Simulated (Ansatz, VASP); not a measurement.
# Hf2S2N (Hf2NS2 MXene monolayer): VASP beside Ansatz

One calculation is typed for both programs; each brings its own data sets. How far apart do they land? The structure shown is the start of the Ansatz relaxation below; VASP solves that cell, so the two are compared at the walk's first step.

Method: plane waves, with VASP 6.6.1 beside it; single point at PBE, in Ansatz 0.2.0.

## (1) Starting point

The cell holds 5 atoms: 2 S, 2 Hf and 1 N. Its edges and angles: a = 3.217 Å, b = 3.218 Å, c = 36.297 Å, α = 90.0°, β = 90.0°, γ = 120.0°. Vacuum lies along c. The height across the vacuum is the one that the program set for its solve, not the one typed.

## (2) Ansatz: relaxation, PBE

Ansatz runs on its default PAW (the set named soft_2) files.

The two programs are compared at the cell with which this relaxation starts, whose forces are those of its first step.

File input.yaml:

```yaml
crystal:
  lattice:
    - [3.2175, 0.0, 0.0]
    - [-1.60875, 2.7864367367, 0.0]
    - [0.0, 0.0, 20.2484494511]
  atoms:
    - { symbol: S, position: [0.3333333333, 0.6666666667, 0.3457054831] }
    - { symbol: Hf, position: [0.6666666667, 0.3333333333, 0.4373018768], spin: 1.0 }
    - { symbol: "N", position: [0.0, 0.0, 0.5] }
    - { symbol: Hf, position: [0.3333333333, 0.6666666667, 0.5626981232], spin: 1.0 }
    - { symbol: S, position: [0.6666666667, 0.3333333333, 0.6542945169] }
  periodic: [true, true, false]
magnetization:
  spin_polarized: true
kpoints:
  mp_grid: { grid: [12, 12, 1] }
hamiltonian:
  xc: pbe
scf:
  occupations: { method: fermi_dirac, width: 0.05 }
relax:
  f_tol: 0.01
  max_steps: 90
  cell: {}
```

Launch:

```bash
> ansatz run input.yaml --threads 4 --pin off --max-ram 8192MiB --backend cpu --events-out ev --progress --plain --runs-dir out
```

Numbers of over 12 decimals in the logs are rounded to 6 here.

The program printed:

```text
Warning: crystal.periodic: the lattice vector that does not repeat stood 0.000° off the slab's normal, 20.248 Å along it as the deck builds it. The run solves the slab on a vector along the normal, 36.297 Å long, with every atom where it was (on the deck's vector they left 14.00 Å outside them, and the widest stretch free of ions among them is 1.85 Å). A fractional position that the run reports is one of the run's ce [...]
crystal.periodic: the lattice vector that does not repeat stood 0.000° off the slab's normal, 20.248 Å along it as the deck builds it. The run solves the slab on a vector along the normal, 36.297 Å long, with every atom where it was (on the deck's vector they left 14.00 Å outside them, and the widest stretch free of ions among them is 1.85 Å). A fractional position that the run reports is one of the run's cell, which [...]
Engine: ansatz 0.2.0, x86_64-unknown-linux-gnu
Pseudopotentials: kind: paw
Pseudopotential: S, paw, valence charge 6, recommended cutoff 420 eV (normal), S.paw.azcp
Pseudopotential: Hf, paw, valence charge 26, recommended cutoff 420 eV (normal), Hf.paw.azcp
Pseudopotential: N, paw, valence charge 5, recommended cutoff 420 eV (normal), N.paw.azcp
Functional definition: PBE
  parameter kappa = 0.804
  parameter beta = 0.066725
  exchange = pbe_x(kappa = kappa, mu = beta*pi^2/3)
  correlation = pbe_c(beta = beta)
Crystal: 5 atoms, lattice volume = 325.415 Å³
Basis set: ecut = 420 eV, 6469 PW (Γ), exchange–correlation on 48×48×486 points (8 copies of the dense FFT grid, shifted against one another)
Bands: 43, of which v1, the nominal top of the filled ones, is band 35 counted from 1 (34 counted from 0)
Symmetry: 12 space group operations
Space group: P-3m1 (ITA 164), of the structure as read, at distance tolerance 6.9e-5 Å
Magnetic group: BNS 164.85 (UNI 1315), of the structure as read, at distance tolerance 6.9e-5 Å
k-points: 19 of 144
Non-local potential: S, projectors of the file, l = 0: 2, l = 1: 2, l = 2: 2
Non-local potential: Hf, projectors of the file, l = 0: 3, l = 1: 2, l = 2: 2, l = 3: 3
Non-local potential: N, projectors of the file, l = 0: 2, l = 1: 2, l = 2: 1
PAW form: soft (Blöchl's): semilocal exchange-correlation on the pseudo side does not see the compensation charge
PAW one-centre angular grid: S, 110 points (default); XC on 64 Gauss nodes
PAW one-centre angular grid: Hf, 590 points (default); XC on 64 Gauss nodes
PAW one-centre angular grid: N, 110 points (default); XC on 64 Gauss nodes
Initial density: superposition of atomic densities (neutral atoms: chi_scale 0, normalization atom)
Starting moments: Σ|m| = 2 μB on 2 of 5 sites
[...]
SCF iter   1: F=—  HF=-33638.538952 eV  |F-HF|=—  |Δ(HF+E_count)|=         —  Δρ=7.39e-5 (↑7.39e-5 ↓6.72e-5)  dr2=5.31e-5  dr2_m=6.45e-6  M=-0.001 μB ∫|m|=0.001 μB  β_m=0.65  ethr=8.88e-8  ⟨swp⟩=4.7  Hψ=11254  notcnv=0
preconditioner: auto → LDOS  [metal: Δε(μ)=0.058 eV  Ē_g=16.819 eV  σ=0.050 eV  W_gap=0.28  n_scr=22 (ndim 8)  ℏωp=15.7 eV  f_vac=0.753  D(μ)=1.94/eV (n_scr^D=10)]
spin=Collinear: LDOS preconditioning applied to the charge; magnetization (m = ρ↑ − ρ↓) channel mixes plain (no charge-response kernel on spin).
SCF iter   2: F=—  HF=-33638.538987 eV  |F-HF|=—  |Δ(HF+E_count)|=   3.46e-5  Δρ=2.58e-5 (↑2.55e-5 ↓2.58e-5)  dr2=5.01e-6  dr2_m=1.06e-6  M=-0.000 μB ∫|m|=0.001 μB  β_m=0.51  ethr=7.69e-8  ⟨swp⟩=2.4  Hψ=2747  notcnv=0
SCF iter   3: F=—  HF=-33638.538990 eV  |F-HF|=—  |Δ(HF+E_count)|=   2.60e-6  Δρ=1.33e-5 (↑1.33e-5 ↓1.26e-5)  dr2=9.78e-7  dr2_m=3.14e-7  M=-0.000 μB ∫|m|=0.000 μB  β_m=0.67  ethr=7.26e-9  ⟨swp⟩=3.6  Hψ=3524  notcnv=0
SCF iter   4: F=—  HF=-33638.538991 eV  |F-HF|=—  |Δ(HF+E_count)|=   1.26e-6  Δρ=2.84e-6 (↑2.84e-6 ↓2.22e-6)  dr2=4.35e-8  dr2_m=5.76e-9  M=-0.000 μB ∫|m|=0.000 μB  β_m=0.70  ethr=1.42e-9  ⟨swp⟩=2.9  Hψ=3264  notcnv=0
iter 5 did not close the SCF: its close was put off for a magnetic moment that had not settled (scf_convergence_deferred on its scf_iter line)
SCF iter   5: F=-33638.538991 eV  HF=-33638.538991 eV  |F-HF|=1.70e-8  |Δ(HF+E_count)|=   2.14e-7  Δρ=8.04e-7 (↑6.76e-7 ↓8.04e-7)  dr2=6.03e-9  dr2_m=7.29e-10  M=-0.000 μB ∫|m|=0.000 μB  β_m=0.64  ethr=6.30e-11  ⟨swp⟩=4.8  Hψ=9468  notcnv=0
iter 6 did not close the SCF: its close was put off for a magnetic moment that had not settled (scf_convergence_deferred on its scf_iter line)
SCF iter   6: F=-33638.538991 eV  HF=-33638.538991 eV  |F-HF|=1.13e-8  |Δ(HF+E_count)|=   1.41e-8  Δρ=4.09e-7 (↑4.09e-7 ↓3.73e-7)  dr2=9.17e-10  dr2_m=2.09e-10  M=-0.000 μB ∫|m|=0.000 μB  β_m=0.66  ethr=8.74e-12  ⟨swp⟩=3.6  Hψ=6461  notcnv=0
SCF iter   7: F=-33638.538991 eV  HF=-33638.538991 eV  |F-HF|=4.64e-9  |Δ(HF+E_count)|=   6.71e-9  Δρ=1.90e-7 (↑1.90e-7 ↓1.54e-7)  dr2=1.16e-10  dr2_m=6.82e-11  M=-0.000 μB ∫|m|=0.000 μB  ethr=1.33e-12  ⟨swp⟩=2.8  Hψ=6146  notcnv=0
the starting moments were not kept: the SCF closed with an absolute magnetisation of 2.7e-5 μB, where they sum to 2 μB in size (2 sites). That is at most 0.1 of that sum. Measured as dr2_m measures the in/out step, that magnetisation stands 5.2e-11 eV from none, at or under the dr2_threshold of 4.6e-8 eV: it is no larger than a step whose dr2_m would equal this threshold.
SCF 8 converged in 7 iterations: F = -33638.538991 eV  dr2 = 1.16e-10
relax step   8: F+E_penalty+E_count = -33638.53899112 eV  Δ(F+E_penalty+E_count) = -1.516e-5 eV  max|allowed force component| = 7.401e-4 eV/Å  Δτ_max = 0.0025 Å  P = +0.007 N/m  Ω = 365.779 Å³  energy of the carried Pulay correction = -1.323e-4 eV  fix = [c, alpha, beta]  reactions: c +0.000 N/m  (7 SCF iters, dr2 threshold 4.61e-8 eV, accepted)
iter 1 solved again at ethr=2.41e-7 eV; its pass at ethr=3.10e-3 eV (dr2=1.66e-4 eV) is discarded
SCF iter   1: F=—  HF=-33638.539077 eV  |F-HF|=—  |Δ(HF+E_count)|=         —  Δρ=1.86e-6 (↑1.75e-6 ↓1.86e-6)  dr2=3.63e-8  dr2_m=7.58e-11  M=-0.000 μB ∫|m|=0.000 μB  β_m=0.65  ethr=2.41e-7  ⟨swp⟩=6.3  Hψ=18920  notcnv=0
eigensolver tolerance schedule: the retry pair's looser diagonalisation over-reported the residual by 4580.13 of it (diagonalisation noise at 0.55 of the residual, at the tolerance the schedule requests for it); recorded, not acted on — ethr = c·dr2/N_el stays at c = 1.0e-1
preconditioner: auto → LDOS  [metal: Δε(μ)=0.058 eV  Ē_g=16.821 eV  σ=0.050 eV  W_gap=0.28  n_scr=22 (ndim 8)  ℏωp=15.7 eV  f_vac=0.753  D(μ)=1.94/eV (n_scr^D=10)]
spin=Collinear: LDOS preconditioning applied to the charge; magnetization (m = ρ↑ − ρ↓) channel mixes plain (no charge-response kernel on spin).
SCF iter   2: F=—  HF=-33638.539119 eV  |F-HF|=—  |Δ(HF+E_count)|=   4.23e-5  Δρ=1.50e-6 (↑1.50e-6 ↓1.43e-6)  dr2=4.48e-8  dr2_m=2.96e-11  M=-0.000 μB ∫|m|=0.000 μB  β_m=0.30  ethr=5.26e-11  ⟨swp⟩=6.1  Hψ=7187  notcnv=0
SCF iter   3: F=—  HF=-33638.539119 eV  |F-HF|=—  |Δ(HF+E_count)|=   1.58e-7  Δρ=8.01e-7 (↑8.01e-7 ↓7.59e-7)  dr2=7.46e-9  dr2_m=3.32e-11  M=-0.000 μB ∫|m|=0.000 μB  β_m=0.65  ethr=5.26e-11  ⟨swp⟩=2.5  Hψ=2766  notcnv=0
SCF iter   4: F=—  HF=-33638.539120 eV  |F-HF|=—  |Δ(HF+E_count)|=   3.48e-7  Δρ=2.63e-7 (↑2.63e-7 ↓2.40e-7)  dr2=2.90e-10  dr2_m=1.33e-11  M=-0.000 μB ∫|m|=0.000 μB  β_m=0.63  ethr=1.08e-11  ⟨swp⟩=3.4  Hψ=3420  notcnv=0
SCF iter   5: F=—  HF=-33638.539120 eV  |F-HF|=—  |Δ(HF+E_count)|=   1.38e-7  Δρ=2.16e-7 (↑1.90e-7 ↓2.16e-7)  dr2=7.81e-10  dr2_m=4.12e-12  M=-0.000 μB ∫|m|=0.000 μB  β_m=0.63  ethr=1.00e-12  ⟨swp⟩=3.2  Hψ=3880  notcnv=0
SCF iter   6: F=—  HF=-33638.539120 eV  |F-HF|=—  |Δ(HF+E_count)|=   1.32e-8  Δρ=1.15e-7 (↑9.97e-8 ↓1.15e-7)  dr2=2.37e-10  dr2_m=1.71e-12  M=-0.000 μB ∫|m|=0.000 μB  β_m=0.82  ethr=1.00e-12  ⟨swp⟩=2.8  Hψ=2744  notcnv=0
SCF iter   7: F=—  HF=-33638.539120 eV  |F-HF|=—  |Δ(HF+E_count)|=   2.02e-9  Δρ=3.69e-8 (↑3.02e-8 ↓3.69e-8)  dr2=2.83e-11  dr2_m=2.48e-13  M=-0.000 μB ∫|m|=0.000 μB  β_m=0.72  ethr=1.00e-12  ⟨swp⟩=1.9  Hψ=1872  notcnv=0
SCF iter   8: F=-33638.539120 eV  HF=-33638.539120 eV  |F-HF|=1.16e-10  |Δ(HF+E_count)|=  8.00e-11  Δρ=1.70e-8 (↑1.17e-8 ↓1.70e-8)  dr2=4.24e-12  dr2_m=9.42e-14  M=-0.000 μB ∫|m|=0.000 μB  ethr=1.00e-12  ⟨swp⟩=7.8  Hψ=11389  notcnv=0
the starting moments were not kept: the SCF closed with an absolute magnetisation of 9.6e-7 μB, where they sum to 2 μB in size (2 sites). That is at most 0.1 of that sum. Measured as dr2_m measures the in/out step, that magnetisation stands 7.2e-14 eV from none, at or under the dr2_threshold of 1.9e-11 eV: it is no larger than a step whose dr2_m would equal this threshold.
SCF 9 converged in 8 iterations: F = -33638.539120 eV  dr2 = 4.24e-12
relax step   9: F+E_penalty+E_count = -33638.53911973 eV  Δ(F+E_penalty+E_count) = -1.286e-4 eV  max|allowed force component| = 7.580e-4 eV/Å  Δτ_max = 0.0000 Å  P = +0.008 N/m  Ω = 365.779 Å³  fix = [c, alpha, beta]  reactions: c +0.000 N/m  stress off target by 7.85e-3 N/m on what of the cell is left free  SCF on the basis re-selected at this cell (its energy is not comparable with the rows above)  (8 SCF iters)
basis re-selected at this cell: Δ(F+E_penalty+E_count) = -1.286e-4 eV, ΔP = +0.000 N/m vs the last step (what re-selecting the basis moved, of the pressure what is left beyond the Pulay correction that the steps carried, after the strain that the cell walked since its last selection, with what the two solves' SCF thresholds leave and, on support functions, any second-order correction that the steps lacked; it is no m [...]
SCF converged after 8 iterations
Magnetization: -0.0000 μB (34.5000 up, 34.5000 down)
Absolute magnetization: 0.0000 μB (∫|ρ↑−ρ↓|, with the PAW one-centre terms)
Spin contamination: 0.0000 ħ² per cell (⟨S²⟩ above its minimum at these occupations)
Per-site moments (μB) at R_I (Å): [(3.8554115541639785e-9, 1.035104), (-1.1673293376918085e-7, 0.968928), (1.4901668320242119e-7, 0.968928), (-1.1673293356485991e-7, 0.968928), (3.855411562059528e-9, 1.035104)]
Free energy (F): -33638.539120 eV
Harris-Foulkes:  -33638.539120 eV  (|F-HF|=1.16e-10)
Internal energy: -33638.524394 eV  (E = F + TS)
E sigma→0 (E₀):  -33638.531757 eV
Entropy (-TS):   -0.014726 eV (-2.945 meV/atom)
Fermi energy:    -5.533275 eV
--- Per-component energies (eV) ---
  E_band       = -1501.298891
  E_kinetic    = 1188.351586
  E_local      = -316312.888361  (includes V_loc(G=0)·N_el)
  E_nonlocal   = -2385.442006
  E_hartree    = 156986.622306
  E_xc         = -855.158607
  E_vxc        = -784.818067  (∫ρ·V_xc dr)
  E_paw        = -15181.620800  (= ΣΔE_a)
  E_vpaw       = 2820.252645  (= ΣTr[D̂ρ^β])
  E_aug_tail   = 0.000092  (compensation charges beyond the density's cutoff)
  E_ewald      = 142921.611395
  E_smearing   = -0.014726  (= −TS)
  E_closure    = -0.000000  (closes the sum)
  Σ components = -33638.539120   (vs F -33638.539120, Δ=0.00e0)
--- Forces (eV/Å), atoms counted from 1 ---
  atom   1  S      0.00000000     0.00000000    -0.00026236
  atom   2  Hf    -0.00000000    -0.00000000     0.00075797
  atom   3  N      0.00000000     0.00000000     0.00000000
  atom   4  Hf    -0.00000000     0.00000000    -0.00075797
  atom   5  S     -0.00000000    -0.00000000     0.00026236
  max |Σ_I F_I| component: 2.31e-18 eV/Å
--- 2D stress c σ (N/m, compression-positive) ---
        0.007846      -0.000000       0.000000
        0.000000       0.007846       0.000000
        0.000000       0.000000       0.000000
  P = ½ c Tr σ = 0.0078 N/m
--- Relaxed structure (7 steps of the walk, 7 accepted, 2 SCFs on fresh bases) ---
  F+E_penalty+E_count = -33638.53911973 eV   max|allowed force component| = 7.580e-4 eV/Å   (the final SCF, on the basis selected at the relaxed cell)
  cell:  # Å, volume = 365.7790 Å³
    - [3.411216, 0, 0]
    - [-1.705608, 2.954200, 0]
    - [0, 0, 36.296899]
  atoms:
    - { symbol: S, position: [0.333333, 0.666667, 0.200820] }
    - { symbol: Hf, position: [0.666667, 0.333333, 0.243661] }
    - { symbol: N, position: [0, 0, 0.278928] }
    - { symbol: Hf, position: [0.333333, 0.666667, 0.314195] }
    - { symbol: S, position: [0.666667, 0.333333, 0.357036] }
```

In the SCF lines HF is the Harris–Foulkes energy and dr2 the Hartree energy of the density residual, in eV; the loop may stop once dr2 is under the threshold and the program's other checks hold. Hψ counts applications of the Hamiltonian.

(Continued in part 2 of 2.)

[Lines on the potential files, build, host, timing and source positions are cut from VASP's logs without a mark.]

[Logs are printed without paths, hosts, clocks, repeated set-up lines and the standing remarks that a program may print on its own settings, such as how far it seeks lower states.]

[Hosts, paths, dates, database ids (printed as entryN), source tags and the programs' standing remarks are cut or masked in the printed files.]
